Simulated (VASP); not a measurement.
The cell holds one C (diamond) (100) slab, with vacuum along c, ions free to move until forces fall under 0.03 eV/Å, no reconstruction beyond this cell, dipole correction on.

Here is the system:

```yaml
crystal:
  lattice:
    - [2.52667, 0.00000, 0.00000]
    - [0.00000, 2.52667, 0.00000]
    - [0.00000, 0.00000, 25.74600]
  atoms:
    - { symbol: C, position: [0.25000, 0.50000, 0.31213] }
    - { symbol: C, position: [0.25000, 0.00000, 0.34279] }
    - { symbol: C, position: [0.75000, 0.00000, 0.37882] }
    - { symbol: C, position: [0.75000, 0.50000, 0.41310] }
    - { symbol: C, position: [0.25000, 0.50000, 0.44796] }
    - { symbol: C, position: [0.25000, 0.00000, 0.48262] }
    - { symbol: C, position: [0.75000, 0.00000, 0.51738] }
    - { symbol: C, position: [0.75000, 0.50000, 0.55204] }
    - { symbol: C, position: [0.25000, 0.50000, 0.58690] }
    - { symbol: C, position: [0.25000, 0.00000, 0.62118] }
    - { symbol: C, position: [0.75000, 0.00000, 0.65721] }
    - { symbol: C, position: [0.75000, 0.50000, 0.68787] }
```

Level of theory: PBE GGA, VASP's PBE PAW potentials (set 64) (plane waves; VASP 6.6.1). Run with 450 eV cut-off, 11×11×1 Γ-centred mesh, first-order Methfessel-Paxton smearing of 0.10 eV, potentials C.

Slab and bulk use different k-meshes, so the surface energy is good to a few per cent at best.

Task: Predict its surface energy, work function, band gap (on the k-mesh).

Result: 
| Item | Result |
|---|---|
| surface energy | 8.44 J/m² |
| work function | 7.28 eV |
| band gap (on the k-mesh) | none (metal, semimetal or under 0.01 eV) |

The cell is a thin slab with vacuum, built from C (diamond): (100) face.
